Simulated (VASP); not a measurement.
Given:

```yaml
crystal:
  lattice:
    - [3.33696, 0.00000, 0.00000]
    - [-1.66848, 2.88989, 0.00000]
    - [0.00000, 0.00000, 5.83381]
  atoms:
    - { symbol: Hg, position: [0.00000, 0.00000, 0.00000] }
    - { symbol: Hg, position: [0.00000, 0.00000, 0.50000] }
    - { symbol: O, position: [0.33333, 0.66667, 0.25000] }
    - { symbol: O, position: [0.66667, 0.33333, 0.75000] }
```

Calculation: LDA (Ceperley-Alder, Perdew-Zunger), VASP's LDA PAW potentials (set 64) (plane waves; VASP). Run with 520 eV cut-off, 12×12×6 Γ-centred mesh, tetrahedra with Blöchl corrections, potentials Hg O.

The cores are frozen, which limits the accuracy of field gradients.

### Question
Give the principal components of the electric field gradient (V/Å²) and the asymmetry η at each nucleus.

### Answer

| atom | Vxx | Vyy | Vzz | η |
|---|---|---|---|---|
| Hg1 | 44.8 | 44.8 | -89.6 | 0.00 |
| Hg2 | 44.8 | 44.8 | -89.6 | 0.00 |
| O3 | -6.7 | -6.7 | 13.4 | 0.00 |
| O4 | -6.7 | -6.7 | 13.4 | 0.00 |

The structure was generated: HgO was put into the NiAs type (P6_3/mmc), which need not be its known phase. It was relaxed first, which changed the volume by +19 %.
